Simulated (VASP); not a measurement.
Ag3TeH, 5 atoms in the cell. It takes space group Pm-3m (No. 221, cubic). The conventional cell has a = 4.861 Å, b = 4.861 Å, c = 4.861 Å, α = 90.00°, β = 90.00°, γ = 90.00°. Te (site symmetry m-3m) has 12 Ag at 3.44 Å as nearest neighbours. H (site symmetry m-3m) is surrounded by 6 Ag at 2.43 Å. Around Ag (site symmetry 4/mmm) lie 2 H at 2.43 Å. The cell comes from a database or a generator and needn't be the stable form of this composition.

```yaml
Program: VASP 6.6.1
Task: single point
Functional: PBE
Potentials_or_basis: VASP PAW PBE potentials, release 64 (Te, H, Ag)
Cutoff: 520 eV
k_mesh: 4 × 4 × 4
Occupations: gaussian, width 0.05 eV
Spin: no spin polarisation
Dipole_correction: no
Further_INCAR_settings: ALGO = Normal; EDIFF = 1e-07; NBANDS = 28
```

Potentials or basis: VASP PAW PBE potentials, release 64 (Te, H, Ag).

Command:

```console
$ cat potpaw_PBE.64/Te/POTCAR potpaw_PBE.64/H/POTCAR potpaw_PBE.64/Ag/POTCAR > POTCAR
$ mpirun -np 1 vasp_std > vasp.out
```

Hardware: 1 thread of Intel(R) Xeon(R) Platinum 8488C (Sapphire Rapids), with other jobs on the host.

Task: Estimate the wall time of this run.

Result: Wall time 22 s on 1 thread of Intel(R) Xeon(R) Platinum 8488C (Sapphire Rapids), on a shared host, peak memory 0.21 GiB. Counts: scf iterations 13, k points 10.
